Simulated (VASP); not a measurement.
Level of theory: PBE GGA, VASP's PBE PAW potentials (set 64) (plane waves; VASP).

Input for VASP

### INCAR
```
EDIFF=1E-6   ! SCF stop (eV)
ENCUT=400   ! plane-wave cut-off (eV)
ALGO=Normal   ! blocked Davidson
LCHARG=.False.
SIGMA=0.05   ! width (eV)
ISMEAR=0
PREC=Accurate
LASPH=.True.   ! aspherical one-centre terms
LMAXMIX=6
ISIF=2
NELM=100
LREAL=.False.   ! projection in real space or not
GGA=PE
LWAVE=.False.
SYSTEM=TePt
```

POSCAR:
```
TePt
1
    4.0552670000     0.0000000000     0.0000000000
    0.0000000000     4.0552670000     0.0000000000
    0.0000000000     0.0000000000     7.1405430000
Pt Te
2 2
Direct
  0.0000000000   0.5000000000   0.0000000000
  0.5000000000   0.0000000000   0.5000000000
  0.0000000000   0.0000000000   0.2500000000
  0.0000000000   0.0000000000   0.7500000000
```

File KPOINTS:
```
K-points
0
Gamma
 5 5 3
```

POTCAR, in this order: Pt Te (PBE.64 set). Program: vasp_std.

What VASP printed:

### OSZICAR
```
       N       E                     dE             d eps       ncg     rms          rms(c)
DAV:   1     0.139046289378E+03    0.13905E+03   -0.11572E+04   480   0.110E+03
DAV:   2    -0.122159631527E+02   -0.15126E+03   -0.14412E+03   628   0.210E+02
DAV:   3    -0.195793471261E+02   -0.73634E+01   -0.70245E+01   584   0.470E+01
DAV:   4    -0.197642031653E+02   -0.18486E+00   -0.18392E+00   636   0.804E+00
DAV:   5    -0.197678124861E+02   -0.36093E-02   -0.36066E-02   556   0.104E+00    0.101E+01
DAV:   6    -0.194256989356E+02    0.34211E+00   -0.11819E+00   524   0.882E+00    0.579E+00
DAV:   7    -0.193346366903E+02    0.91062E-01   -0.24883E-01   524   0.392E+00    0.285E+00
DAV:   8    -0.193144586341E+02    0.20178E-01   -0.94355E-02   584   0.233E+00    0.582E-01
DAV:   9    -0.193140931435E+02    0.36549E-03   -0.37021E-03   532   0.415E-01    0.481E-01
DAV:  10    -0.193139264640E+02    0.16668E-03   -0.19429E-03   556   0.259E-01    0.431E-02
DAV:  11    -0.193139499809E+02   -0.23517E-04   -0.14651E-04   592   0.757E-02    0.368E-02
DAV:  12    -0.193139606162E+02   -0.10635E-04   -0.10766E-05   532   0.215E-02    0.238E-02
DAV:  13    -0.193139668825E+02   -0.62663E-05   -0.85091E-06   512   0.172E-02    0.383E-03
DAV:  14    -0.193139671261E+02   -0.24361E-06   -0.74075E-07   356   0.624E-03
   1 F= -.19313967E+02 E0= -.19313460E+02  d E =-.101486E-02
```

OUTCAR:
```
------------------------ aborting loop because EDIFF is reached ----------------------------------------
  FORCE on cell =-STRESS in cart. coord.  units (eV):
  Direction    XX          YY          ZZ          XY          YZ          ZX
  --------------------------------------------------------------------------------------
  Total       -3.6698045     -3.6698045     -6.4544026      0.0000000      0.0000000      0.0000000
  in kB      -50.0706659    -50.0706659    -88.0636102      0.0000000      0.0000000      0.0000000
  external PRESSURE =     -62.7349806 kB  Pullay stress =       0.0000000 kB
  volume of cell :      117.43
      direct lattice vectors                 reciprocal lattice vectors
     4.055267000  0.000000000  0.000000000     0.246592888  0.000000000  0.000000000
     0.000000000  4.055267000  0.000000000     0.000000000  0.246592888  0.000000000
     0.000000000  0.000000000  7.140543000     0.000000000  0.000000000  0.140045372
 POSITION                                       TOTAL-FORCE (eV/Angst)
 -----------------------------------------------------------------------------------
      0.00000      2.02763      0.00000         0.000000     -0.000000     -0.000000
      2.02763      0.00000      3.57027         0.000000     -0.000000     -0.000000
      0.00000      0.00000      1.78514        -0.000000      0.000000     -0.000000
      0.00000      0.00000      5.35541         0.000000     -0.000000      0.000000
 -----------------------------------------------------------------------------------
    total drift:                                0.000000      0.000000      0.000000
  FREE ENERGIE OF THE ION-ELECTRON SYSTEM (eV)
  ---------------------------------------------------
  free  energy   TOTEN  =       -19.3139671261 eV

  energy  without entropy=      -19.3129522624  energy(sigma->0) =      -19.31345969
```
(Selected blocks of OUTCAR.)

The structure was generated: TePt was put into the PtS type (P4_2/mmc), which need not be its known phase. The cell was not relaxed at this level. The k-mesh is coarse (spacing up to 0.31 per Å, 2π included), so the numbers may not be converged in it.
